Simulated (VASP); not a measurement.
VASP input:

### INCAR
```
SYSTEM = NiAl
PREC = Accurate
ENCUT = 400
EDIFF = 1E-6
NELM = 60
ALGO = Normal
LREAL = .FALSE.
LASPH = .TRUE.
ISMEAR = 1
SIGMA = 0.1
GGA = PE
LMAXMIX = 4
LWAVE = .FALSE.
LCHARG = .FALSE.
ISIF = 2
IMIX = 1
AMIX = 1.9
BMIX = 0.0001
```

File KPOINTS:
```
Automatic mesh
0
Gamma
9 9 9
0 0 0
```

### POSCAR
```
NiAl
1
    2.9478000000     0.0000000000     0.0000000000
    0.0000000000     2.9478000000     0.0000000000
    0.0000000000     0.0000000000     2.9478000000
Al Ni
1 1
Direct
  0.5000000000   0.5000000000   0.5000000000
  0.0000000000   0.0000000000   0.0000000000
```

POTCAR, in this order: Al Ni (PBE.64 set). Program: vasp_std.

What VASP printed:

standard output:
```
 POSCAR found type information on POSCAR AlNi
 POSCAR found :  2 types and       2 ions
 Reading from existing POTCAR
 Reading from existing POTCAR
 LDA part: xc-table for (Slater+PW92), standard interpolation
 POSCAR, INCAR and KPOINTS ok, starting setup
 WAVECAR not read
 entering main loop
       N       E                     dE             d eps       ncg     rms          rms(c)
DAV:   1     0.339943275013E+02    0.33994E+02   -0.47621E+03   716   0.108E+03
DAV:   2    -0.108785298524E+02   -0.44873E+02   -0.42897E+02   702   0.189E+02
DAV:   3    -0.118367270087E+02   -0.95820E+00   -0.95160E+00   854   0.365E+01
DAV:   4    -0.118506895354E+02   -0.13963E-01   -0.13957E-01   814   0.387E+00
DAV:   5    -0.118511320984E+02   -0.44256E-03   -0.44254E-03   796   0.710E-01    0.114E+01
DAV:   6    -0.114512869939E+03   -0.10266E+03   -0.82842E+02   798   0.676E+02    0.144E+02
DAV:   7    -0.160830836072E+04   -0.14938E+04   -0.14533E+04   792   0.107E+03    0.291E+02
DAV:   8    -0.654824326663E+04   -0.49399E+04   -0.51157E+04  1200   0.794E+02    0.106E+03

 -----------------------------------------------------------------------------
|                                                                             |
|     EEEEEEE  RRRRRR   RRRRRR   OOOOOOO  RRRRRR      ###     ###     ###     |
|     E        R     R  R     R  O     O  R     R     ###     ###     ###     |
|     E        R     R  R     R  O     O  R     R     ###     ###     ###     |
|     EEEEE    RRRRRR   RRRRRR   O     O  RRRRRR       #       #       #      |
|     E        R   R    R   R    O     O  R   R                               |
|     E        R    R   R    R   O     O  R    R      ###     ###     ###     |
|     EEEEEEE  R     R  R     R  OOOOOOO  R     R     ###     ###     ###     |
|                                                                             |
|     ERROR FEXCP: supplied Exchange-correletion table                        |
|      is too small, maximal index : 4066                                     |
|                                                                             |
|       ---->  I REFUSE TO CONTINUE WITH THIS SICK JOB ... BYE!!! <----       |
|                                                                             |
 -----------------------------------------------------------------------------
```

Task: Read the log: what went wrong, and how is it fixed?

Result: The cause: simple mixing (IMIX = 1) with AMIX above 1 overshoots. VASP stops with an error: ERROR FEXCP: supplied Exchange-correletion table is too small, maximal index : 4066 ----> I REFUSE TO CONTINUE WITH THIS SICK JOB ... BYE!!! <---- To mend it, remove IMIX, remove AMIX, remove BMIX.

The mended run (PBE GGA, plane waves, VASP's PBE PAW potentials (set 64)) converges, and its OSZICAR ends with
```
   1 F= -.10497615E+02 E0= -.10497751E+02  d E =0.407149E-03
```

The compound is NiAl in the CsCl type structure. The cell was not relaxed at this level. The run is not spin-polarised, so no magnetic state was tried. The electron count is odd and the run is not spin-polarised, which forces a metal.
